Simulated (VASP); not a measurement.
Level of theory: RPBE GGA, VASP's PBE PAW potentials (set 64) (plane waves; VASP 6.6.1).

A VASP calculation is set up with these files.

File POSCAR:
```
PdIn
1.0
  3.3438751800   0.0000000000   0.0000000000
  0.0000000000   3.3438751800   0.0000000000
  0.0000000000   0.0000000000   3.3438751800
In Pd
1 1
Cart
  1.6719375900   1.6719375900   1.6719375900
  0.0000000000   0.0000000000   0.0000000000
```

KPOINTS:
```
Automatic mesh
0
Gamma
10 10 10
0 0 0
```

INCAR:
```
! general
SYSTEM   =  PdIn
PREC     =  Accurate
ENCUT    =  520
LREAL    =  .False.
LASPH    =  .True.

! electronic loop
EDIFF    =  1E-6
NELM     =  100
ALGO     =  Normal
LMAXMIX  =  4

! smearing
ISMEAR   =  1
SIGMA    =  0.1

! functional
GGA      =  RP

! ions
IBRION   =  2
NSW      =  60
ISIF     =  3
EDIFFG   =  -0.01

! output
LWAVE    =  .False.
LCHARG   =  .False.
```

POTCAR, in this order: In_d Pd (PBE.64 set). Program: vasp_std.

Output of the run:

OUTCAR:
```
 ion  position               nearest neighbor table
   1  0.500  0.500  0.500-   2 2.90   2 2.90   2 2.90   2 2.90   2 2.90   2 2.90   2 2.90   2 2.90
  LATTYP: Found a simple cubic cell.
 ALAT       =     3.3438751800
 Subroutine PRICEL returns:
 Original cell was already a primitive cell.
 Subroutine GETGRP returns: Found 48 space group operations
The static configuration has the point symmetry O_h .
The dynamic configuration has the point symmetry O_h .
 Subroutine INISYM returns: Found 48 space group operations
 Subroutine IBZKPT returns following result:
 Found     56 irreducible k-points:

 Following reciprocal coordinates:
            Coordinates               Weight
  0.000000  0.000000  0.000000      1.000000
  0.100000  0.000000  0.000000      6.000000
  0.200000  0.000000  0.000000      6.000000
  0.300000  0.000000  0.000000      6.000000
  0.400000  0.000000  0.000000      6.000000
  0.500000  0.000000  0.000000      3.000000
  0.100000  0.100000  0.000000     12.000000
  0.200000  0.100000  0.000000     24.000000
  0.300000  0.100000  0.000000     24.000000
  0.400000  0.100000  0.000000     24.000000
  0.500000  0.100000  0.000000     12.000000
  0.200000  0.200000  0.000000     12.000000
  0.300000  0.200000  0.000000     24.000000
  0.400000  0.200000  0.000000     24.000000
  0.500000  0.200000  0.000000     12.000000
  0.300000  0.300000  0.000000     12.000000
  0.400000  0.300000  0.000000     24.000000
  0.500000  0.300000  0.000000     12.000000
  0.400000  0.400000  0.000000     12.000000
  0.500000  0.400000  0.000000     12.000000
  0.500000  0.500000  0.000000      3.000000
  0.100000  0.100000  0.100000      8.000000
  0.200000  0.100000  0.100000     24.000000
  0.300000  0.100000  0.100000     24.000000
  0.400000  0.100000  0.100000     24.000000
  0.500000  0.100000  0.100000     12.000000
  0.200000  0.200000  0.100000     24.000000
  0.300000  0.200000  0.100000     48.000000
  0.400000  0.200000  0.100000     48.000000
  0.500000  0.200000  0.100000     24.000000
  0.300000  0.300000  0.100000     24.000000
  0.400000  0.300000  0.100000     48.000000
  0.500000  0.300000  0.100000     24.000000
  0.400000  0.400000  0.100000     24.000000
  0.500000  0.400000  0.100000     24.000000
  0.500000  0.500000  0.100000      6.000000
  0.200000  0.200000  0.200000      8.000000
  0.300000  0.200000  0.200000     24.000000
  0.400000  0.200000  0.200000     24.000000
  0.500000  0.200000  0.200000     12.000000
   k-points           NKPTS =     56   k-points in BZ     NKDIM =     56   number of bands    NBANDS=     15
   number of dos      NEDOS =    301   number of ions     NIONS =      2
   total plane-waves  NPLWV =  21952
   dimension x,y,z NGX =    28 NGY =   28 NGZ =   28
   dimension x,y,z NGXF=    56 NGYF=   56 NGZF=   56
   ions per type =               1   1
   PREC   = accura    normal or accurate (medium, high low for compatibility)
   ISTART =      0    job   : 0-new  1-cont  2-samecut
   ICHARG =      2    charge: 1-file 2-atom 10-const
   ISPIN  =      1    spin polarized calculation?
   LNONCOLLINEAR =      F non collinear calculations
   LSORBIT =      F    spin-orbit coupling
   INIWAV =      1    electr: 0-lowe 1-rand  2-diag
   ENCUT  =  520.0 eV  38.22 Ry    6.18 a.u.   6.22  6.22  6.22*2*pi/ulx,y,z
   NELM   =    100;   NELMIN=  2; NELMDL= -5     # of ELM steps
   EDIFF  = 0.1E-05   stopping-criterion for ELM
   LREAL  =      F    real-space projection
   NLSPLINE    = F    spline interpolate recip. space projectors
   LMAXMIX     =    4 max onsite mixed and CHGCAR
   VOSKOWN=      0    Vosko Wilk Nusair interpolation
...
```

OSZICAR:
```
       N       E                     dE             d eps       ncg     rms          rms(c)
DAV:   1     0.165423804459E+03    0.16542E+03   -0.11544E+04  1687   0.195E+03
DAV:   2    -0.233338779135E-01   -0.16545E+03   -0.16075E+03  1792   0.412E+02
DAV:   3    -0.775693693162E+01   -0.77336E+01   -0.76590E+01  2136   0.945E+01
DAV:   4    -0.789456076407E+01   -0.13762E+00   -0.13760E+00  1947   0.122E+01
DAV:   5    -0.790131434597E+01   -0.67536E-02   -0.67535E-02  2567   0.242E+00    0.528E+00
DAV:   6    -0.778499247026E+01    0.11632E+00   -0.23426E-01  2135   0.831E+00    0.264E+00
DAV:   7    -0.776094933460E+01    0.24043E-01   -0.59190E-02  2153   0.447E+00    0.904E-01
DAV:   8    -0.775833657551E+01    0.26128E-02   -0.13530E-02  1771   0.124E+00    0.321E-01
DAV:   9    -0.775799343669E+01    0.34314E-03   -0.19340E-03  2207   0.700E-01    0.586E-02
DAV:  10    -0.775800951156E+01   -0.16075E-04   -0.52340E-05  2177   0.114E-01    0.269E-02
DAV:  11    -0.775801476416E+01   -0.52526E-05   -0.10411E-05  1988   0.352E-02    0.295E-03
DAV:  12    -0.775801493717E+01   -0.17301E-06   -0.30010E-07  1204   0.669E-03
   1 F= -.77580149E+01 E0= -.77579881E+01  d E =-.775801E+01
```

**OUTCAR**
```
------------------------ aborting loop because EDIFF is reached ----------------------------------------
  FORCE on cell =-STRESS in cart. coord.  units (eV):
  Direction    XX          YY          ZZ          XY          YZ          ZX
  --------------------------------------------------------------------------------------
  Total       -0.0199296     -0.0199296     -0.0199296     -0.0000000     -0.0000000      0.0000000
  in kB       -0.8540010     -0.8540010     -0.8540010     -0.0000000     -0.0000000      0.0000000
  external PRESSURE =      -0.8540010 kB  Pullay stress =       0.0000000 kB
  volume of cell :       37.39
      direct lattice vectors                 reciprocal lattice vectors
     3.343875180  0.000000000  0.000000000     0.299054225  0.000000000  0.000000000
     0.000000000  3.343875180  0.000000000     0.000000000  0.299054225  0.000000000
     0.000000000  0.000000000  3.343875180     0.000000000  0.000000000  0.299054225
 POSITION                                       TOTAL-FORCE (eV/Angst)
 -----------------------------------------------------------------------------------
      1.67194      1.67194      1.67194         0.000000      0.000000      0.000000
      0.00000      0.00000      0.00000         0.000000      0.000000      0.000000
 -----------------------------------------------------------------------------------
    total drift:                                0.000000      0.000000      0.000000
  FREE ENERGIE OF THE ION-ELECTRON SYSTEM (eV)
  ---------------------------------------------------
  free  energy   TOTEN  =        -7.7580149372 eV

  energy  without entropy=       -7.7579342976  energy(sigma->0) =       -7.75798806

 reached required accuracy - stopping structural energy minimisation
```
(Selected blocks of OUTCAR.)

**OUTCAR**
```
 val. band max:        9.6408619015   @ k =   0.5000   0.4000   0.3000

 cond. band min:       9.7328537806   @ k =   0.5000   0.4000   0.4000


 Fermi energy:         9.7109722660

 k-point     1 :       0.0000    0.0000    0.0000
  band No.  band energies     occupation
      1      -5.1964      2.00000
      2      -5.1964      2.00000
      3      -4.8603      2.00000
      4      -4.8603      2.00000
      5      -4.8603      2.00000
      6       0.1310      2.00000
      7       6.1101      2.00000
      8       6.1101      2.00000
      9       7.4960      2.00000
     10       7.4960      2.00000
     11       7.4960      2.00000
     12      13.7907      0.00000
     13      13.7907      0.00000
     14      13.7907      0.00000
     15      18.3337      0.00000

 k-point     2 :       0.1000    0.0000    0.0000
  band No.  band energies     occupation
      1      -5.1923      2.00000
      2      -5.1684      2.00000
      3      -4.8689      2.00000
      4      -4.8689      2.00000
      5      -4.8579      2.00000
      6       0.2812      2.00000
      7       6.1143      2.00000
      8       6.1338      2.00000
      9       7.3940      2.00000
     10       7.3940      2.00000
     11       7.4910      2.00000
     12      12.7366      0.00000
     13      14.0798      0.00000
     14      14.0798      0.00000
     15      18.7564      0.00000

 k-point     3 :       0.2000    0.0000    0.0000
  band No.  band energies     occupation
      1      -5.1815      2.00000
      2      -5.0952      2.00000
      3      -4.8913      2.00000
      4      -4.8913      2.00000
      5      -4.8518      2.00000
      6       0.7298      2.00000
      7       6.1254      2.00000
      8       6.1372      2.00000
      9       7.1514      2.00000
     10       7.1514      2.00000
     11       7.4778      2.00000
     12      10.9245     -0.00000
     13      14.8818      0.00000
     14      14.8818      0.00000
     15      18.9807      0.00000
...
```

Unless said otherwise, spin-orbit coupling is left out, though it shifts the bands of the heavy elements here.

The compound is PdIn in the CsCl type structure. It was relaxed first, which changed the volume by +9 %. The start is the result of an earlier pass. The electron count is odd and the run is not spin-polarised, which forces a metal.
